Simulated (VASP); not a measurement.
Consider the following.

```
AlRu
1.0
    2.98199     0.00000     0.00000
    0.00000     2.98199     0.00000
    0.00000     0.00000     2.98199
Al Ru
1 1
Direct
  0.50000   0.50000   0.50000
  0.00000   0.00000   0.00000
```

Computed with revTPSS meta-GGA, VASP's PBE PAW potentials (set 64) (plane waves; VASP 6.6.1). Numerical set-up: 520 eV cut-off, 14×14×14 Γ-centred mesh, tetrahedra with Blöchl corrections, potentials Al Ru_pv.

Task: Give the energies of bands 4 to 11 at the high-symmetry points, in eV from the Fermi level.

Result: 
| band | Γ | X | M | R |
|---|---|---|---|---|
| 4 | -9.70 | -5.86 | -6.10 | -4.70 |
| 5 | -3.60 | -5.48 | -3.07 | -4.70 |
| 6 | -3.60 | -2.77 | -1.34 | -4.70 |
| 7 | 0.20 | -1.62 | -1.34 | 1.76 |
| 8 | 0.20 | -1.62 | -1.19 | 1.76 |
| 9 | 0.20 | 0.46 | -1.19 | 2.75 |
| 10 | 6.22 | 2.44 | 1.67 | 4.15 |
| 11 | 6.22 | 7.40 | 5.49 | 4.15 |

It has no gap at this level: it comes out as a metal or semimetal.

The compound is RuAl in the CsCl type structure. It was relaxed first. The electron count is odd and the run is not spin-polarised, which forces a metal.
